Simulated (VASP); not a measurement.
Energy against volume of ZnS (wurtzite). Computed with PBE GGA with D3 dispersion (Becke-Johnson damping), VASP's PBE PAW potentials (set 64) (plane waves; VASP). Run with 520 eV cut-off, 7×7×4 Γ-centred mesh, Gaussian smearing of 0.050 eV, potentials Zn S.

Shape and ions are relaxed at each volume.

```csv
V (Å³/atom),E (eV/atom)
18.915,-3.72447
19.500,-3.72874
20.085,-3.72471
20.670,-3.71361
```

**Question.** Fit these four points and predict the energy of the run at 18.330 Å³/atom.

**Answer.** A cubic in V^(−2/3), the third-order Birch-Murnaghan form, passes through the four points with V0 = 19.49 Å³/atom and B0 = 76 GPa, and gives -3.7104 eV/atom there. The run gave -3.7104 eV/atom, +0.0 meV/atom from the fit; all five points give B0 = 76 GPa.

The compound is ZnS in the wurtzite structure, the high-temperature form. It was relaxed first.
